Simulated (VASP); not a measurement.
Consider the following.

```
ZnSe
1.0
    0.00000     2.82871     2.82871
    2.82871     0.00000     2.82871
    2.82871     2.82871     0.00000
Zn Se
1 1
Direct
  0.00000   0.00000   0.00000
  0.25000   0.25000   0.25000
```

Calculation: AM05 GGA, VASP's PBE PAW potentials (set 64) (plane waves; VASP). Settings: 520 eV cut-off, Gaussian smearing of 0.050 eV, potentials Zn Se.

Give the energies of bands 2 to 12 at the high-symmetry points, in eV from the valence-band maximum.

```json
[
 {"band": "2", "Γ": "-6.59", "X": "-6.56", "U": "-6.50", "L": "-6.50", "W": "-6.47"},
 {"band": "3", "Γ": "-6.59", "X": "-6.33", "U": "-6.38", "L": "-6.50", "W": "-6.38"},
 {"band": "4", "Γ": "-6.59", "X": "-6.33", "U": "-6.29", "L": "-6.20", "W": "-6.25"},
 {"band": "5", "Γ": "-6.22", "X": "-6.17", "U": "-6.20", "L": "-6.20", "W": "-6.25"},
 {"band": "6", "Γ": "-6.22", "X": "-6.03", "U": "-5.95", "L": "-6.05", "W": "-5.91"},
 {"band": "7", "Γ": "0.00", "X": "-4.80", "U": "-4.76", "L": "-5.28", "W": "-4.73"},
 {"band": "8", "Γ": "0.00", "X": "-2.21", "U": "-3.12", "L": "-0.88", "W": "-2.79"},
 {"band": "9", "Γ": "0.00", "X": "-2.21", "U": "-1.82", "L": "-0.88", "W": "-2.70"},
 {"band": "10", "Γ": "1.29", "X": "2.96", "U": "3.57", "L": "2.53", "W": "5.48"},
 {"band": "11", "Γ": "5.76", "X": "3.44", "U": "5.60", "L": "6.36", "W": "5.56"},
 {"band": "12", "Γ": "5.76", "X": "10.77", "U": "9.05", "L": "6.36", "W": "6.95"}
]
```

The gap is direct, 1.30 eV, from the valence maximum at Γ to the conduction minimum at Γ.

Measured: gap 2.87 eV (computed value off by -1.57 eV), as given by Wei Chen et al., Physical Review Materials (2018), doi:10.1103/physrevmaterials.2.073803 [zero-point renormalisation of 0.05 eV added back (the table's ZPR column)].

The compound is ZnSe in the zinc blende structure. It was relaxed first.
